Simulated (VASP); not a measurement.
VASP runs on CaF2 (fluorite) share one base input (PBE GGA, plane waves, VASP's PBE PAW potentials (set 64)) and change the settings named in each case.

KPOINTS:
```
Automatic mesh
0
Gamma
8 8 8
0 0 0
```

### INCAR
```
LREAL = F   # projection in real space or not
SYSTEM = CaF2
SIGMA = 0.05   # width (eV)
LCHARG = F
ISIF = 2   # forces and stress, cell fixed
NELM = 100   # most electronic steps
GGA = PE   # PBE
LWAVE = F
ISMEAR = 0
PREC = Accurate
LASPH = T
ENCUT = 520   # plane-wave cut-off (eV)
EDIFF = 1E-6   # SCF stop (eV)
ALGO = Normal   # blocked Davidson
```

**POSCAR**
```
CaF2
5.460
  0.0000000000   0.5000000000   0.5000000000
  0.5000000000   0.0000000000   0.5000000000
  0.5000000000   0.5000000000   0.0000000000
Ca F
1 2
Cartesian
  0.0000000000   0.0000000000   0.0000000000
  0.2500000000   0.2500000000   0.2500000000
  0.7500000000   0.7500000000   0.7500000000
```

POTCAR, in this order: Ca_sv F (PBE.64 set). Program: vasp_std.

```
change       E(σ→0) (eV/atom)  pressure (GPa)  gap on the mesh (eV)  plane waves
-----------  ----------------  --------------  --------------------  -----------
base run              -5.7761            2.61                  7.28         1108
ENCUT = 300           -5.8916          -59.90                  7.38          531
ENCUT = 325           -5.8329          -38.29                  7.35          560
ENCUT = 475           -5.7769            1.77                  7.29          982
ENCUT = 500           -5.7760            2.40                  7.29         1056
ENCUT = 525           -5.7761            2.64                  7.28         1139
ENCUT = 750           -5.7797            2.56                  7.29         1924
ENCUT = 775           -5.7799            2.63                  7.29         2012
```

Left out are runs that ran out of time, are held back, or changed the cell or the kind of run, fixed moments of cells without a moment, rows past the twelfth, gaps on odd meshes, pressures of charged cells and columns that move by less than the noise.

The compound is CaF2 in the fluorite structure. The cell was not relaxed at this level.
